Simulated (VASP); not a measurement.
An input for Quantum ESPRESSO's pw.x (written as the equivalent of a VASP run, and not itself run):

```
&CONTROL
  calculation = 'scf'
  pseudo_dir = './pseudo'
  outdir = './out'
  tprnfor = .true.
  tstress = .true.
/
&SYSTEM
  ibrav = 0
  nat = 2
  ntyp = 1
  ecutwfc = 62
  occupations = 'smearing'
  smearing = 'methfessel-paxton'
  degauss = 0.00735
  input_dft = 'pbesol'
/
&ELECTRONS
  conv_thr = 7.3e-09
  electron_maxstep = 100
/
ATOMIC_SPECIES
  Tl 204.380 Tl.upf
CELL_PARAMETERS angstrom
     1.7523375   -3.0351377    0.0000000
     1.7523375    3.0351377    0.0000000
     0.0000000    0.0000000    5.6735645
ATOMIC_POSITIONS crystal
  Tl   0.3333330  0.6666670  0.2500000
  Tl   0.6666670  0.3333330  0.7500000
K_POINTS automatic
  12 12 6 0 0 0
```

Problem. Translate this input to VASP (INCAR, KPOINTS, POSCAR, choice of POTCAR).

Solution. Several could match; the one computed here: 
**POSCAR**
```
Tl
1
    1.7523374972    -3.0351376800     0.0000000000
    1.7523374972     3.0351376800     0.0000000000
    0.0000000000     0.0000000000     5.6735644760
Tl
2
Direct
  0.3333330000   0.6666670000   0.2500000000
  0.6666670000   0.3333330000   0.7500000000
```

### KPOINTS
```
Regular mesh
0
gamma
  12 12 6
```

**INCAR**
```
SYSTEM=Tl
PREC=Accurate; ENCUT=480; LREAL=F
LASPH=T
EDIFF=1E-7; NELM=100; ALGO=Normal
LMAXMIX=4
ISMEAR=1; SIGMA=0.1
GGA=PS
ISIF=2
LWAVE=F; LCHARG=F
```

POTCAR, in this order: Tl_d (PBE.64 set). Program: vasp_std.

What does not carry over: the potentials are each code's own (VASP's PAW set, PseudoDojo norm-conserving files in pw.x), so ENCUT and ecutwfc are chosen apart and not converted; conv_thr bounds pw.x's estimated SCF error, while EDIFF bounds the energy change between steps.

The compound is Tl in the hcp structure. This cell was strained or had an atom moved on purpose.
